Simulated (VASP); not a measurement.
## RuSe: single point with PBEsol+U

The system is RuSe.

```
Ru Se
1.0
     3.18769    0.00000    0.00000
     0.00000    3.18769    0.00000
     0.00000    0.00000    3.18769
Ru Se
1 1
Direct
  0.00000 0.00000 0.00000
  0.50000 0.50000 0.50000
```

The cell comes from a database or a generator and needn't be the stable form of this composition.

```yaml
Program: VASP 6.6.1
Task: single point
Functional: PBEsol
Potentials_or_basis: VASP PAW PBE potentials, release 64 (Ru_pv, Se)
Cutoff: 520 eV
k_mesh: 6 × 6 × 6
Occupations: gaussian, width 0.05 eV
Spin: collinear spin, ferromagnetic start
Starting_moments: "[1.0, 0.0] μB"
Hubbard_terms: Ru d U = 7 eV
Further_INCAR_settings: ALGO = Fast; EDIFF = 1e-06; NBANDS = 21
```

| Item | Value |
| --- | --- |
| Pressure | -1.0 GPa |
| Band gap on the k mesh | none (metal or under the smearing width) |
| Net moment | 1.86 μB per cell |
| Site moments | Ru +1.89; Se -0.03 μB |
| Valence electrons inside the program's atomic spheres | Ru 12.58; Se 3.74 |

Levels at points of the mesh, in eV from the Fermi level:
Spin up:
| k point | band 9 | band 10 | band 11 | band 12 | band 13 | band 14 |
| --- | --- | --- | --- | --- | --- | --- |
| (0.00, 0.00, 0.00) | -2.53 | -1.60 | -1.60 | -1.60 | 2.25 | 7.94 |
| (0.50, 0.00, 0.00) | -2.43 | -2.39 | 2.17 | 2.17 | 5.28 | 6.09 |
| (0.50, 0.50, 0.00) | -3.43 | -2.75 | -2.37 | 0.03 | 2.14 | 10.10 |
| (0.50, 0.50, 0.50) | -2.70 | 1.51 | 1.51 | 1.51 | 2.47 | 2.47 |
Spin down:
| k point | band 6 | band 7 | band 8 | band 9 | band 10 | band 11 | band 12 | band 13 |
| --- | --- | --- | --- | --- | --- | --- | --- | --- |
| (0.00, 0.00, 0.00) | -1.63 | -1.63 | -1.07 | -1.07 | -0.58 | -0.58 | -0.58 | 2.78 |
| (0.50, 0.00, 0.00) | -3.61 | -3.61 | -0.39 | 0.01 | 3.00 | 3.00 | 3.70 | 5.61 |
| (0.50, 0.50, 0.00) | -5.93 | -1.65 | -1.65 | -1.52 | -0.68 | -0.03 | 4.06 | 5.20 |
| (0.50, 0.50, 0.50) | -6.98 | -6.98 | 2.78 | 2.78 | 2.78 | 2.87 | 2.87 | 2.87 |

Eigenvalues of the final occupation matrices:
| site | spin | trace | eigenvalues |
| --- | --- | --- | --- |
| site 1 d | 1 | 4.07 | 0.77 0.77 0.77 0.88 0.88 |
| site 1 d | 2 | 2.18 | 0.16 0.16 0.62 0.62 0.62 |

It took 3.1 min on 1 thread of AMD EPYC 7R43 64-Core Processor (Zen 3) (shared host), peak memory 0.13 GiB.

Caveat: the PAW data sets were made with another functional, which shifts forces and pressure a little. The state reached can hang on the start; a lower one may exist.
